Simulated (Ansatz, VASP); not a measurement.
# Cu2BrCl in two plane-wave programs, part 2 of 2

Wanted: the spread between two codes on one cell, functional and k mesh. The cell is taken from a series of runs on this material, whose earlier steps may have relaxed, scaled, displaced or heated it; both programs get it as it stands.

VASP 6.6.1 and Ansatz 0.2.0.

So far: Set-up; Ansatz: relaxation of cell and atoms, LDA, pair 1; VASP: relaxation of cell and atoms, LDA, pair 1.

### 4. Comparison

Known differences besides the potentials themselves: the data sets hold 52 valence electrons in Ansatz (on its default PAW (the set named soft_2) files) and 36 in VASP; the cutoff is 420 eV in Ansatz and 600 eV in VASP; VASP's log shows a relativistic correction to its local exchange, Ansatz's none; Ansatz adds a Pulay correction to the stress that steers its cell, VASP none. Total energies have different zeros and are not compared.

The two programs side by side:

```csv
quantity,Ansatz,VASP,difference
volume (Å³),64.82,64.99,-0.27 %
"edge a after relaxation, in the typed setting (Å)",6.159,6.160,-0.02 %
```

### 5. VASP: relaxation of cell and atoms, LDA, pair 2

The relaxed volume is the usual yardstick between codes: in a stiff, nearly cubic crystal its relative difference is about their pressure difference at one cell divided by the bulk modulus. Its start cell is another than that of the pair before, and may be another structure of the material.

INCAR

```
SYSTEM = Cu2BrCl
PREC = Accurate
ENCUT = 600
EDIFF = 1E-07
NELM = 120
ISMEAR = 0
SIGMA = 0.01
LREAL = .FALSE.
ALGO = Normal
GGA = PW92
NBANDS = 24
LASPH = .TRUE.
LORBIT = 11
LWAVE = .FALSE.
LCHARG = .FALSE.
ISIF = 3
IBRION = 2
NSW = 80
EDIFFG = -0.005
GGA_COMPAT = .FALSE.
NELMIN = 4
EFERMI = MIDGAP
KPAR = 2
```

POSCAR

```
Cu2BrCl
1.0
    3.3192020000     -1.8746400000      0.0000000000
    3.3192020000      1.8746400000      0.0000000000
   -0.7533880000      0.0000000000      6.0408140000
Cu Br Cl
2 1 1
Direct
    0.3222829598      0.3222829598      0.7448638544
    0.7372516304      0.7372516304      0.4698484343
    0.0200837310      0.0200837310      0.9035476014
    0.4017408843      0.4017408843      0.3817399443
```

KPOINTS

```
Automatic mesh
0
Gamma
8 8 4
0 0 0
```

The projector-augmented-wave data sets are Cu, Br and Cl (LDA family, release 64).

The run is started by

```console
> mpirun -np 2 vasp_std
```

Numbers of over 12 decimals in the logs are rounded to 6 here.

The program printed:

```text
[banner, memory and clock lines left out]
running    2 mpi-ranks, on    1 nodes
[...]
[... a notice as in an earlier step ...]

 LDA part: xc-table for (Slater(with rela. corr.)+PW92), standard interpolation
 POSCAR, INCAR and KPOINTS ok, starting setup
[...]
entering main loop
       N       E                     dE             d eps       ncg     rms          rms(c)
DAV:   1     0.305772051152E+03    0.30577E+03   -0.17528E+04  3744   0.213E+03
DAV:   2     0.215819654839E+02   -0.28419E+03   -0.27336E+03  3760   0.387E+02
DAV:   3    -0.142414125649E+02   -0.35823E+02   -0.34995E+02  5312   0.155E+02
DAV:   4    -0.158010398067E+02   -0.15596E+01   -0.15564E+01  4768   0.316E+01
[...]
DAV:  14    -0.150158403340E+02   -0.90490E-06   -0.10547E-05  6224   0.619E-02    0.511E-03
DAV:  15    -0.150158401192E+02    0.21475E-06   -0.10169E-06  6088   0.367E-02    0.300E-03
DAV:  16    -0.150158400562E+02    0.62963E-07   -0.17497E-07  2384   0.102E-02
   1 F= -.15015840E+02 E0= -.15015840E+02  d E =-.150158E+02
[... from here on, the cycles between the ionic steps are left out ...]
   2 F= -.15016035E+02 E0= -.15016035E+02  d E =-.195243E-03
   3 F= -.15016046E+02 E0= -.15016046E+02  d E =-.205821E-03
   4 F= -.15016046E+02 E0= -.15016046E+02  d E =-.205456E-03
   5 F= -.15016070E+02 E0= -.15016070E+02  d E =-.248976E-04
   6 F= -.15016111E+02 E0= -.15016111E+02  d E =-.650423E-04
   7 F= -.15016109E+02 E0= -.15016109E+02  d E =-.634307E-04
   8 F= -.15016123E+02 E0= -.15016123E+02  d E =-.139612E-04
 trial-energy change:   -0.000014  1 .order   -0.000011   -0.000021   -0.000000
 step:   1.6922(harm=  1.7004)  dis= 0.00077  next Energy=   -15.016123 (dE=-0.140E-04)
 reached required accuracy - stopping structural energy minimisation
```

From OUTCAR (step 5):

```text
  Total       -0.0076379      0.0103319      0.0095307      0.0000000      0.0000000     -0.0009857
  in kB       -0.1623074      0.2195548      0.2025292      0.0000000      0.0000000     -0.0209454
  external PRESSURE =       0.0865922 kB  Pullay stress =       0.0000000 kB

 POSITION                                       TOTAL-FORCE (eV/Angst)
 -----------------------------------------------------------------------------------
      1.58203      0.00000      4.50282        -0.002277      0.000000     -0.002225
      4.54374      0.00000      2.83913         0.001463      0.000000      0.003073
     -0.54926      0.00000      5.45468        -0.001045      0.000000      0.001976
      2.37930      0.00000      2.30417         0.001860      0.000000     -0.002824
 -----------------------------------------------------------------------------------
    total drift:                                0.000300     -0.000000     -0.000147

  FREE ENERGIE OF THE ION-ELECTRON SYSTEM (eV)
  ---------------------------------------------------
  free  energy   TOTEN  =       -15.0161229041 eV

  energy  without entropy=      -15.0161229041  energy(sigma->0) =      -15.01612290

[... 1 part as in an earlier step ...]

[... 3 further parts left out ...]
[key lines of the parts left out:]
E-fermi :   4.6003
```

The run keeps the 2 symmetry operations of its start, so it cannot find a distortion of lower symmetry.

### 6. Ansatz: relaxation of cell and atoms, LDA, pair 2

The same cell, functional (in two slightly different forms) and mesh now go to Ansatz, which takes its cutoff from its data sets.

The cell is taken from a series of runs on this material, whose earlier steps may have relaxed, scaled, displaced or heated it; both programs get it as it stands.

input.yaml

```yaml
crystal:
  lattice:
    - [3.3192022362, -1.8746399547, 0.0]
    - [3.3192022362, 1.8746399547, 0.0]
    - [-0.7533884145, 0.0, 6.0408136426]
  atoms:
    - { symbol: Cu, position: [0.322282956, 0.322282956, 0.7448638338] }
    - { symbol: Cu, position: [0.7372515418, 0.7372515418, 0.4698484778] }
    - { symbol: Br, position: [0.0200837489, 0.0200837489, 0.9035477001] }
    - { symbol: Cl, position: [0.4017408958, 0.4017408958, 0.3817399882] }
kpoints:
  mp_grid: { grid: [8, 8, 4] }
hamiltonian:
  xc: lda
scf:
  occupations: { method: fixed }
output:
  forces: true
  stress: true
  eigenvalues: true
relax:
  adjacent_minimum: "off"
  f_tol: 0.001
  max_steps: 60
  cell: { stress_tol: 0.01 }
```

The run is started by

```console
> ansatz run input.yaml --threads 4 --pin off --max-ram 7168MiB --backend cpu --events-out ev --progress --plain --runs-dir out
```

The program printed:

```text
[...]
Crystal: 4 atoms, lattice volume = 75.176 Å³
Basis set: ecut = 420 eV, 1475 PW (Γ)
Bands: 32, of which v1, the nominal top of the filled ones, is band 26 counted from 1 (25 counted from 0)
Symmetry: 2 space group operations
[...]
k-points: 78 of 256 (time reversal used)
[...]
cell:  # Å, volume = 75.2090 Å³
    - [3.318905, -1.874791, 0.00263344]
    - [3.318905, 1.874791, 0.00263344]
    - [-0.748528, 7.128065331231998e-19, 6.042954]
  atoms:
    - { symbol: Cu, position: [0.322182, 0.322182, 0.744806] }
    - { symbol: Cu, position: [0.737411, 0.737411, 0.469951] }
    - { symbol: Br, position: [0.019770, 0.019770, 0.903460] }
    - { symbol: Cl, position: [0.401997, 0.401997, 0.381783] }
[key lines of the parts left out:]
SCF converged after 7 iterations
Free energy (F): -16850.472209 eV
Fermi energy:    8.174695 eV
P = ⅓ Tr σ = -0.0041 GPa (-0.041 kbar)
```

### 7. Side by side

What differs besides the data sets and the points named for the pairs above, as far as they apply: fixed occupations in Ansatz, narrow Gaussian smearing in VASP; the data sets hold 52 valence electrons in Ansatz (on its default PAW (the set named soft_2) files) and 36 in VASP. Total energies have different zeros and are not compared.

The two programs side by side:

```csv
quantity,Ansatz,VASP,difference
volume (Å³),75.21,75.40,-0.25 %
"edge a after relaxation, in the typed setting (Å)",3.812,3.816,-0.10 %
"edge c after relaxation, in the typed setting (Å)",6.089,6.086,+0.04 %
```

### 8. Results

- difference in volume (relaxation of cell and atoms, LDA, pair 1): -0.27 %
- difference in volume (relaxation of cell and atoms, LDA, pair 2): -0.25 %

**Reading.** The difference in volume is -0.27 % (relaxation of cell and atoms, LDA, pair 1), within the 1.2 % picked in this series as the mark of a large difference, as far as the stopping tolerances let one tell. The data sets hold unlike numbers of valence electrons (52 in Ansatz and 36 in VASP), so part of the differences comes from the potentials. How closely two codes agree says nothing of how well the functional describes the real material.

[Lines on the potential files, build, host, timing and source positions are cut from VASP's logs without a mark.]

[Logs are printed without paths, hosts, clocks, repeated set-up lines and the standing remarks that a program may print on its own settings, such as how far it seeks lower states.]

[Hosts, paths, dates, database ids (printed as entryN), source tags and the programs' standing remarks are cut or masked in the printed files.]
